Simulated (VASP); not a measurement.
Input:

```
CELL_PARAMETERS angstrom
      2.26977    -3.93136     0.00000
      2.26977     3.93136     0.00000
      0.00000     0.00000     7.38664
ATOMIC_POSITIONS crystal
  Mg 0.66667 0.33333 0.49983
  Mg 0.33333 0.66667 0.99983
  Te 0.66667 0.33333 0.87617
  Te 0.33333 0.66667 0.37617
```

All values below come from PBE GGA with D3 dispersion (Becke-Johnson damping), VASP's PBE PAW potentials (set 64) (plane waves; VASP). Numerical set-up: 520 eV cut-off, 6×6×4 Γ-centred mesh, tetrahedra with Blöchl corrections, potentials Mg Te.

The cores are frozen, which limits the accuracy of field gradients.

Problem. Give the principal components of the electric field gradient (V/Å²) and the asymmetry η at each nucleus.

Solution. 
| atom | Vxx | Vyy | Vzz | η |
|---|---|---|---|---|
| Mg1 | -0.2 | -0.2 | 0.4 | - |
| Mg2 | -0.2 | -0.2 | 0.4 | - |
| Te3 | -1.1 | -1.1 | 2.2 | 0.00 |
| Te4 | -1.1 | -1.1 | 2.2 | 0.00 |

The compound is MgTe in the wurtzite structure. It was relaxed first.
